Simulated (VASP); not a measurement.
# NbWS4 (Pmma) in VASP: single point with PBE

Aim: the single point of NbWS4 with PBE.

All numbers are computed with VASP 6.6.1; they aren't measurements. Logs are shortened: lines on timing, memory, paths and dates and some standing lists are left out, and cuts for length are marked.

## (1) Starting point

Symmetry: Pmma, No. 51, orthorhombic system. Conventional cell: a = 13.416 Å, b = 3.271 Å, c = 5.682 Å, α = 90.00°, β = 90.00°, γ = 90.00°. Nb (site symmetry mm2) has 6 S at 2.46 to 2.49 Å as nearest neighbours. W (site symmetry mm2) has 6 S at 2.42 to 2.43 Å as nearest neighbours. S (site symmetry m) is surrounded by 2 W at 2.43 Å and 1 Nb at 2.49 Å. Around S (site symmetry m) lie 1 W at 2.42 Å and 2 Nb at 2.46 Å.

The cell was built by a generator and needn't be a form met in nature.

## (2) Single point, PBE

INCAR

```
SYSTEM = NbWS4
ALGO = Fast ; EDIFF = 1E-5
ENCUT = 520 ; GGA = PE
ISIF = 2 ; ISMEAR = 0
LASPH = .TRUE. ; LCHARG = .FALSE.
LREAL = Auto ; LWAVE = .FALSE.
NELM = 80 ; PREC = Normal
SIGMA = 0.15
```

KPOINTS

```
k-points
0
G
  2 7 4
  0 0 0
```

POSCAR

```
NbWS4
1.0
   13.4164600000      0.0000000000      0.0000000000
    0.0000000000      3.2706300000      0.0000000000
    0.0000000000      0.0000000000      5.6821900000
Nb W S
2 2 8
Direct
    0.7500000000      0.0000000000      0.6715460000
    0.2500000000      0.0000000000      0.3284540000
    0.7500000000      0.5000000000      0.1625040000
    0.2500000000      0.5000000000      0.8374960000
    0.8646490000      0.0000000000      0.3276980000
    0.6353510000      0.0000000000      0.3276980000
    0.8671780000      0.5000000000      0.8382190000
    0.6328220000      0.5000000000      0.8382190000
    0.3646490000      0.0000000000      0.6723020000
    0.1353510000      0.0000000000      0.6723020000
    0.3671780000      0.5000000000      0.1617810000
    0.1328220000      0.5000000000      0.1617810000
```

Potentials or basis: VASP PAW PBE potentials, release 64 (Nb_sv, W_sv, S).

The run is started by

```console
cat potpaw_PBE.64/Nb_sv/POTCAR potpaw_PBE.64/W_sv/POTCAR potpaw_PBE.64/S/POTCAR > POTCAR
mpirun -np 1 vasp_std > vasp.out
```

OUTCAR:

```text
SYSTEM = NbWS4
   EDIFF = 1E-5
   ENCUT = 520
   GGA = PE
   ISIF = 2
   ISMEAR = 0
   LASPH = .TRUE.
   LREAL = Auto
   NELM = 80
   PREC = Normal

 ion  position               nearest neighbor table
   1  0.750  0.000  0.672-   7 2.46   8 2.46   7 2.46   8 2.46   5 2.49   6 2.49   3 3.23   3 3.23

   2  0.250  0.000  0.328-  11 2.46  12 2.46  11 2.46  12 2.46   9 2.49  10 2.49   4 3.23   4 3.23

   3  0.750  0.500  0.163-   7 2.42   8 2.42   5 2.43   6 2.43   5 2.43   6 2.43   1 3.23   1 3.23

   4  0.250  0.500  0.837-  11 2.42  12 2.42   9 2.43  10 2.43   9 2.43  10 2.43   2 3.23   2 3.23

   5  0.865  0.000  0.328-   3 2.43   3 2.43   1 2.49
   6  0.635  0.000  0.328-   3 2.43   3 2.43   1 2.49
   7  0.867  0.500  0.838-   3 2.42   1 2.46   1 2.46
   8  0.633  0.500  0.838-   3 2.42   1 2.46   1 2.46
   9  0.365  0.000  0.672-   4 2.43   4 2.43   2 2.49
  10  0.135  0.000  0.672-   4 2.43   4 2.43   2 2.49
  11  0.367  0.500  0.162-   4 2.42   2 2.46   2 2.46
  12  0.133  0.500  0.162-   4 2.42   2 2.46   2 2.46

  LATTYP: Found a simple orthorhombic cell.
 ALAT       =     3.2706300000
 B/A-ratio  =     1.7373380664
 C/A-ratio  =     4.1021026530

  Lattice vectors:

 A1 = (   0.0000000000,   3.2706300000,   0.0000000000)
 A2 = (   0.0000000000,   0.0000000000,   5.6821900000)
 A3 = (  13.4164600000,   0.0000000000,   0.0000000000)

Analysis of symmetry for initial positions (statically):
=====================================================================
 Subroutine PRICEL returns:
 Original cell was already a primitive cell.

 Routine SETGRP: Setting up the symmetry group for a
 simple orthorhombic supercell.

 Subroutine GETGRP returns: Found  8 space group operations
 (whereof  4 operations were pure point group operations)
 out of a pool of  8 trial point group operations.

The static configuration has the point symmetry C_2h.
 The point group associated with its full space group is D_2h.

Analysis of symmetry for dynamics (positions and initial velocities):
=====================================================================
 Subroutine PRICEL returns:
 Original cell was already a primitive cell.

 Routine SETGRP: Setting up the symmetry group for a
 simple orthorhombic supercell.

 Subroutine GETGRP returns: Found  8 space group operations
 (whereof  4 operations were pure point group operations)
 out of a pool of  8 trial point group operations.

The dynamic configuration has the point symmetry C_2h.
 The point group associated with its full space group is D_2h.

 Subroutine INISYM returns: Found  8 space group operations
 (whereof  4 operations are pure point group operations),
 and found     1 'primitive' translations

----------------------------------------------------------------------------------------

                                     Primitive cell

  volume of cell :     249.3361

  direct lattice vectors                    reciprocal lattice vectors
    13.416460000  0.000000000  0.000000000     0.074535310  0.000000000  0.000000000
     0.000000000  3.270630000  0.000000000     0.000000000  0.305751491  0.000000000
     0.000000000  0.000000000  5.682190000     0.000000000  0.000000000  0.175988483

  length of vectors
    13.416460000  3.270630000  5.682190000     0.074535310  0.305751491  0.175988483

  position of ions in fractional coordinates (direct lattice)
     0.750000000  0.000000000  0.671546000
     0.250000000  0.000000000  0.328454000
     0.750000000  0.500000000  0.162504000
     0.250000000  0.500000000  0.837496000
     0.864649000  0.000000000  0.327698000
     0.635351000  0.000000000  0.327698000
     0.867178000  0.500000000  0.838219000
     0.632822000  0.500000000  0.838219000
     0.364649000  0.000000000  0.672302000
     0.135351000  0.000000000  0.672302000
     0.367178000  0.500000000  0.161781000
     0.132822000  0.500000000  0.161781000

  ion indices of the primitive-cell ions
   primitive index   ion index
                 1           1
                 2           2
                 3           3
                 4           4
                 5           5
                 6           6
                 7           7
                 8           8
                 9           9
                10          10
                11          11
                12          12

----------------------------------------------------------------------------------------

 KPOINTS: k-points

Automatic generation of k-mesh.
 Grid dimensions read from file:
 generate k-points for:    2    7    4

 Generating k-lattice:

  Cartesian coordinates                     Fractional coordinates (reciprocal lattice)
     0.037267655  0.000000000  0.000000000     0.500000000  0.000000000  0.000000000
     0.000000000  0.043678784  0.000000000     0.000000000  0.142857143  0.000000000
     0.000000000  0.000000000  0.043997121     0.000000000  0.000000000  0.250000000

  Length of vectors
     0.037267655  0.043678784  0.043997121

  Shift w.r.t. Gamma in fractional coordinates (k-lattice)
     0.000000000  0.000000000  0.000000000

 Subroutine IBZKPT returns following result:
 ===========================================

 Found     24 irreducible k-points:

 Following reciprocal coordinates:
            Coordinates               Weight
  0.000000  0.000000  0.000000      1.000000
  0.500000  0.000000  0.000000      1.000000
  0.000000  0.142857  0.000000      2.000000
  0.500000  0.142857  0.000000      2.000000
  0.000000  0.285714  0.000000      2.000000
  0.500000  0.285714  0.000000      2.000000
[... 16 lines left out ...]
  0.000000  0.428571  0.500000      2.000000
  0.500000  0.428571  0.500000      2.000000
   k-points           NKPTS =     24   k-points in BZ     NKDIM =     24   number of bands    NBANDS=     61
   number of dos      NEDOS =    301   number of ions     NIONS =     12
   total plane-waves  NPLWV =  46080
   dimension x,y,z NGX =    80 NGY =   18 NGZ =   32
   dimension x,y,z NGXF=   160 NGYF=   36 NGZF=   64
   ions per type =               2   2   8
   NGX,Y,Z   is equivalent  to a cutoff of   9.91,  9.15,  9.36 a.u.
   NGXF,Y,Z  is equivalent  to a cutoff of  19.83, 18.30, 18.72 a.u.
 SYSTEM =  NbWS4
   PREC   = normal    normal or accurate (medium, high low for compatibility)
   ISTART =      0    job   : 0-new  1-cont  2-samecut
   ICHARG =      2    charge: 1-file 2-atom 10-const
   ISPIN  =      1    spin polarized calculation?
   LNONCOLLINEAR =      F non collinear calculations
   LSORBIT =      F    spin-orbit coupling
   LASPH  =      T    aspherical Exc in radial PAW
   ENCUT  =  520.0 eV  38.22 Ry    6.18 a.u.  24.95  6.08 10.57*2*pi/ulx,y,z
   NELM   =     80;   NELMIN=  2; NELMDL= -5     # of ELM steps
   EDIFF  = 0.1E-04   stopping-criterion for ELM
   LREAL  =      T    real-space projection
   EDIFFG = 0.1E-03   stopping-criterion for IOM
   NSW    =      0    number of steps for IOM
   IBRION =     -1    ionic relax: 0-MD 1-quasi-New 2-CG
   NFREE  =      0    steps in history (QN), initial steepest desc. (CG)
   ISIF   =      2    stress and relaxation
   ISYM   =      2    0-nonsym 1-usesym 2-fastsym
   POTIM  = 0.5000    time-step for ionic-motion
   TEBEG  =    0.0;   TEEND  =   0.0 temperature during run
   PSTRESS=    0.0 pullay stress
   NELECT =     102.0000    total number of electrons
   NUPDOWN=      -1.0000    fix difference up-down
   EMIN   =  10.00;   EMAX   =-10.00  energy-range for DOS
   EFERMI =   0.00;   METHOD = LEGACY
   ISMEAR =     0;   SIGMA  =   0.15  broadening in eV -4-tet -1-fermi 0-gaus
   EFERMI_NEDOS =   21; number of points for ismear=-14 and -15
   IALGO  =     68    algorithm
   IMIX   =      4    mixing-type and parameters
     AMIX     =   0.40;   BMIX     =  1.00
     AMIX_MAG =   1.60;   BMIX_MAG =  1.00
  volume/ion in A,a.u.               =      20.78       140.22
  Fermi-wavevector in a.u.,A,eV,Ry     =   1.215290  2.296565 20.094843  1.476929
  Thomas-Fermi vector in A             =   2.350682
   LORBIT       =      0    0 simple, 1 ext, 2 COOP (PROOUT), +10 PAW based schemes
   GGA     = PE    functional components
   LHFCALC =     F    Hartree Fock is set to
   AEXX    =    0.0000 exact exchange contribution
   IVDW    =     0    specifies the selected vdW correction
   LEPSILON=     F    determine dielectric tensor
   LRPA    =     F    only Hartree local field effects (RPA)
 non-spin polarized calculation
 RMM-DIIS sequential band-by-band and
 Gauss-broadening in eV      SIGMA  =   0.15
  energy-cutoff  :      520.00
  volume of cell :      249.34
 maximum number of plane-waves:      6744
   NGX = 49   NGY = 13   NGZ = 21

 number of electron     102.0000013 magnetization

 Free energy of the ion-electron system (eV)
  ---------------------------------------------------
  ext. energy  EPLUGINS =         0.00000000
  ---------------------------------------------------
  free energy    TOTEN  =       -90.59584814 eV

  energy without entropy =      -90.53618715  energy(sigma->0) =      -90.56601765

 E-fermi :   5.1803     XC(G=0):  -9.9172

 val. band max:        5.1271362777   @ k =   0.0000   0.4286   0.2500
 cond. band min:       5.2223595314   @ k =   0.0000   0.4286   0.0000
 fundamental gap:      0.0952232537
 Fermi energy:         5.1802811010

 k-point     1 :       0.0000    0.0000    0.0000
  band No.  band energies     occupation
      1     -68.9442      2.00000
      2     -68.9442      2.00000
      3     -49.5909      2.00000
      4     -49.5909      2.00000
      5     -33.1740      2.00000
      6     -33.1740      2.00000
[... 53 lines left out ...]
     60       8.3429      0.00000
     61       8.6005      0.00000

 k-point     2 :       0.5000    0.0000    0.0000
  band No.  band energies     occupation
      1     -68.9442      2.00000
      2     -68.9442      2.00000
      3     -49.5909      2.00000
      4     -49.5909      2.00000
      5     -33.1740      2.00000
      6     -33.1740      2.00000
[... 1406 lines left out ...]
      5     -33.2280      2.00000
      6     -33.2280      2.00000
[... 53 lines left out ...]
     60       9.1818      0.00000
     61       9.4188      0.00000

------------------------ aborting loop because EDIFF is reached ----------------------------------------

  FORCE on cell =-STRESS in cart. coord.  units (eV):
  Direction    XX          YY          ZZ          XY          YZ          ZX
  --------------------------------------------------------------------------------------
  -------------------------------------------------------------------------------------
  Total       -0.1738245      0.3631423     -0.0726157      0.0000000      0.0000000      0.0000000
  in kB       -1.1169569      2.3334702     -0.4666120      0.0000000      0.0000000      0.0000000
  external PRESSURE =       0.2499671 kB  Pullay stress =       0.0000000 kB

 VOLUME and BASIS-vectors are now :
 -----------------------------------------------------------------------------
  energy-cutoff  :      520.00
  volume of cell :      249.34
      direct lattice vectors                 reciprocal lattice vectors
    13.416460000  0.000000000  0.000000000     0.074535310  0.000000000  0.000000000
     0.000000000  3.270630000  0.000000000     0.000000000  0.305751491  0.000000000
     0.000000000  0.000000000  5.682190000     0.000000000  0.000000000  0.175988483

 POSITION                                       TOTAL-FORCE (eV/Angst)
 -----------------------------------------------------------------------------------
     10.06235      0.00000      3.81585        -0.000000      0.000000     -0.062311
      3.35412      0.00000      1.86634        -0.000000     -0.000000      0.062311
     10.06235      1.63532      0.92338        -0.000000     -0.000000     -0.013831
      3.35412      1.63532      4.75881        -0.000000      0.000000      0.013831
     11.60053      0.00000      1.86204        -0.025815      0.000000      0.018553
      8.52416      0.00000      1.86204         0.025815      0.000000      0.018553
     11.63446      1.63532      4.76292        -0.029645      0.000000      0.027940
      8.49023      1.63532      4.76292         0.029645      0.000000      0.027940
      4.89230      0.00000      3.82015        -0.025815      0.000000     -0.018553
      1.81593      0.00000      3.82015         0.025815      0.000000     -0.018553
      4.92623      1.63532      0.91927        -0.029645     -0.000000     -0.027940
      1.78200      1.63532      0.91927         0.029645      0.000000     -0.027940
 -----------------------------------------------------------------------------------
    total drift:                                0.000000      0.000000     -0.000000

  FREE ENERGIE OF THE ION-ELECTRON SYSTEM (eV)
  ---------------------------------------------------
  free  energy   TOTEN  =       -90.5958481450 eV

  energy  without entropy=      -90.5361871470  energy(sigma->0) =      -90.56601765
```

Run time: 3 min. Hardware: 1 thread of AMD EPYC 9R45 (Zen 5), shared host; peak memory 0.33 GiB.

What came out:

```yaml
Free_energy: -90.5958 eV
Pressure: 0.0 GPa
Largest_force: 0.062 eV/Å
Band_gap_on_the_k_mesh: none (metal or under the smearing width)
```

Forces in eV/Å, atoms in the order of the input:
```
Nb   0.000  0.000 -0.062
Nb   0.000  0.000  0.062
W    0.000  0.000 -0.014
W    0.000  0.000  0.014
S   -0.026  0.000  0.019
S    0.026  0.000  0.019
S   -0.030  0.000  0.028
S    0.030  0.000  0.028
S   -0.026  0.000 -0.019
S    0.026  0.000 -0.019
S   -0.030  0.000 -0.028
S    0.030  0.000 -0.028
```

Stress tensor (GPa, compression positive):
```
-0.11  0.00  0.00
 0.00  0.23  0.00
 0.00  0.00 -0.05
```

Levels at points of the mesh, in eV from the Fermi level:
```tsv
k point	band 48	band 49	band 50	band 51	band 52	band 53	band 54	band 55
(0.00, 0.00, 0.00)	-0.94	-0.50	-0.41	0.28	0.96	2.86	2.90	2.92
(0.50, 0.00, 0.00)	-1.14	-0.45	-0.45	0.71	0.71	2.85	2.91	2.92
(0.00, 0.00, 0.50)	-0.99	-0.55	-0.51	-0.15	-0.09	2.28	2.52	2.56
(0.50, 0.00, 0.50)	-1.16	-0.51	-0.51	-0.12	-0.12	2.54	2.54	2.58
```

Caveat: this functional lacks dispersion, which binds the layers, so the pressure and a relaxed spacing across them are unreliable. The run has no spin-orbit coupling, so splittings on W are missing.
